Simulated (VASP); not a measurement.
OSZICAR of a VASP run on Ni$_{3}$Si (L1_2):

OSZICAR:
```
       N       E                     dE             d eps       ncg     rms          rms(c)
DAV:   1     0.201061372142E+03    0.20106E+03   -0.15893E+04  2360   0.217E+03
DAV:   2    -0.183424585491E+02   -0.21940E+03   -0.21181E+03  2352   0.378E+02
DAV:   3    -0.294716434201E+02   -0.11129E+02   -0.10739E+02  2561   0.113E+02
DAV:   4    -0.297350937212E+02   -0.26345E+00   -0.25956E+00  2761   0.152E+01
DAV:   5    -0.297441334838E+02   -0.90398E-02   -0.89481E-02  2827   0.268E+00    0.215E+01
DAV:   6    -0.290979809937E+02    0.64615E+00   -0.59878E+01  2716   0.128E+02    0.167E+01
DAV:   7    -0.256240488538E+02    0.34739E+01   -0.16866E+01  2588   0.693E+01    0.452E+00
DAV:   8    -0.255620527563E+02    0.61996E-01   -0.74020E-01  2496   0.696E+00    0.148E+00
DAV:   9    -0.255429058230E+02    0.19147E-01   -0.34701E-02  3224   0.266E+00    0.608E-01
DAV:  10    -0.255402424421E+02    0.26634E-02   -0.33374E-03  3076   0.474E-01    0.268E-01
DAV:  11    -0.255396103490E+02    0.63209E-03   -0.78952E-04  3533   0.346E-01    0.560E-02
DAV:  12    -0.255396177577E+02   -0.74087E-05   -0.11988E-04  2546   0.130E-01    0.163E-02
DAV:  13    -0.255396185869E+02   -0.82927E-06   -0.75502E-06  2750   0.194E-02    0.920E-03
DAV:  14    -0.255396194489E+02   -0.86201E-06   -0.73968E-07  3061   0.101E-02    0.349E-03
DAV:  15    -0.255396191681E+02    0.28079E-06   -0.22748E-07  1690   0.692E-03    0.822E-04
DAV:  16    -0.255396192425E+02   -0.74403E-07   -0.21590E-08  1301   0.151E-03
   1 F= -.25539619E+02 E0= -.25539619E+02  d E =0.000000E+00
```

Task: Which electronic solver shows in the log?

Result: It is blocked Davidson (ALGO = Normal, or the opening steps of other solvers). The INCAR had ALGO = Normal.

Task: How was spin treated?

Result: Without spin polarisation: there is no mag entry.

Task: Can the final energy be trusted as converged?

Result: Self-consistency was reached. It stopped with EDIFF = 1E-7, NELM = 100 (AM05 GGA, plane waves, VASP's PBE PAW potentials (set 64)).

The compound is Ni3Si in the L1_2 structure. It was relaxed first. The run is not spin-polarised, so no magnetic state was tried.
